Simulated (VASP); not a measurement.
A convergence study with VASP on Na (bcc): a few settings are varied, all else stays as given below, so the limit is that of these other settings. The cell's lengths are 1 % over those of the tabulated start, so it is off equilibrium.

```
CELL_PARAMETERS angstrom
     -2.15130     2.15130     2.15130
      2.15130    -2.15130     2.15130
      2.15130     2.15130    -2.15130
ATOMIC_POSITIONS crystal
  Na 0.00000 0.00000 0.00000
```

The numbers are results of PBE GGA, VASP's PBE PAW potentials (set 64) (plane waves; VASP 6.6.1), not measurements. The last row used: 900 eV cut-off, 10×10×10 Γ-centred mesh, first-order Methfessel-Paxton smearing of 0.10 eV, potentials Na_sv.

Energies of different potentials or hybrids have different zeros.

```json
[
 {"setting": "ENCUT = 300, POTCAR Na_pv", "E (eV/atom)": "-1.3013", "pressure (GPa)": "-0.57", "plane waves": "478"},
 {"setting": "ENCUT = 400, POTCAR Na_pv", "E (eV/atom)": "-1.3004", "pressure (GPa)": "-0.66", "plane waves": "736"},
 {"setting": "ENCUT = 520, POTCAR Na_pv", "E (eV/atom)": "-1.3005", "pressure (GPa)": "-0.50", "plane waves": "1092"},
 {"setting": "ENCUT = 700, POTCAR Na_pv", "E (eV/atom)": "-1.3004", "pressure (GPa)": "-0.50", "plane waves": "1721"},
 {"setting": "ENCUT = 900, POTCAR Na_pv", "E (eV/atom)": "-1.3004", "pressure (GPa)": "-0.49", "plane waves": "2491"},
 {"setting": "ENCUT = 300, POTCAR Na", "E (eV/atom)": "-1.2962", "pressure (GPa)": "-0.51", "plane waves": "478"},
 {"setting": "ENCUT = 400, POTCAR Na", "E (eV/atom)": "-1.2962", "pressure (GPa)": "-0.51", "plane waves": "736"},
 {"setting": "ENCUT = 520, POTCAR Na", "E (eV/atom)": "-1.2962", "pressure (GPa)": "-0.51", "plane waves": "1092"},
 {"setting": "ENCUT = 700, POTCAR Na", "E (eV/atom)": "-1.2962", "pressure (GPa)": "-0.51", "plane waves": "1721"},
 {"setting": "ENCUT = 900, POTCAR Na", "E (eV/atom)": "-1.2962", "pressure (GPa)": "-0.51", "plane waves": "2491"},
 {"setting": "ENCUT = 300, POTCAR Na_sv", "E (eV/atom)": "17.1022", "pressure (GPa)": "-562.31", "plane waves": "478"},
 {"setting": "ENCUT = 400, POTCAR Na_sv", "E (eV/atom)": "0.7159", "pressure (GPa)": "-147.16", "plane waves": "736"},
 {"setting": "ENCUT = 520, POTCAR Na_sv", "E (eV/atom)": "-1.1931", "pressure (GPa)": "-28.55", "plane waves": "1092"},
 {"setting": "ENCUT = 700, POTCAR Na_sv", "E (eV/atom)": "-1.3060", "pressure (GPa)": "-1.34", "plane waves": "1721"},
 {"setting": "ENCUT = 900, POTCAR Na_sv", "E (eV/atom)": "-1.3060", "pressure (GPa)": "-0.85", "plane waves": "2491"}
]
```

Left out are rungs that failed or repeat a setting and relaxations that didn't move; long series are thinned to 24 rows.

The compound is Na in the bcc structure. The cell was not relaxed at this level.
